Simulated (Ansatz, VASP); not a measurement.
## One calculation of Si, two programs

Contents of INCAR:

```
  PREC = Accurate
  ENCUT = 520
  EDIFF = 1E-6
  ISMEAR = 0
  SIGMA = 0.05
  LREAL = F
  LASPH = T
  NELM = 60
  ALGO = Normal
  ISIF = 2
  LWAVE = F
  LCHARG = T
  GGA = CA
  LELF = T
  LVHAR = T
  NBANDS = 11
```

KPOINTS

```
Automatic mesh
0
Gamma
  12 12 12
```

File POSCAR:

```
Si
1.0
    0.0000000000      2.8529956527      2.6527153579
    2.8529956527      0.0000000000      2.6527153579
    2.8529956527      2.8529956527      0.0000000000
Si
2
Direct
    0.5000000000      0.5000000000      0.5000000000
    0.7500000000      0.7500000000      0.7500000000
```

Input for Ansatz:

```yaml
crystal:
  lattice:
    - [0.0, 2.8529956527, 2.6527153579]
    - [2.8529956527, 0.0, 2.6527153579]
    - [2.8529956527, 2.8529956527, 0.0]
  atoms:
    - { symbol: Si, position: [0.5, 0.5, 0.5] }
    - { symbol: Si, position: [0.75, 0.75, 0.75] }
basis:
  ecutwfc: 420
kpoints:
  mp_grid: { grid: [12, 12, 12] }
hamiltonian:
  xc: lda
  pseudopotentials: { kind: paw, azcp: { folder: soft_1 } }
scf:
  occupations: { method: gaussian, width: 0.05 }
output:
  forces: true
  stress: true
  eigenvalues: true
```

Alike in both runs: task single point; functional LDA; k mesh 12 × 12 × 12; occupations gaussian, width 0.05 eV; no spin polarisation.

```csv
,VASP,Ansatz
version,VASP 6.6.1,Ansatz 0.2.0
potentials or method,"VASP PAW LDA potentials, release 64 (Si)","scalar-relativistic, plane waves, PAW"
plane-wave cutoff (eV),520,420
valence electrons in the cell,8,8
```

|  | VASP | Ansatz | Ansatz less VASP |
| --- | --- | --- | --- |
| gap on the k mesh at the Fermi level (eV) | none | none | - |
| pressure (GPa) | -7.3 | -7.4 | -0.03 |
| largest component of the traceless stress (GPa) | 4.04 | 4.04 | -0.001 |

A gap of «none» marks a metal or a gap that the smearing closes. Ansatz warned: «pseudo_functional_mismatch».
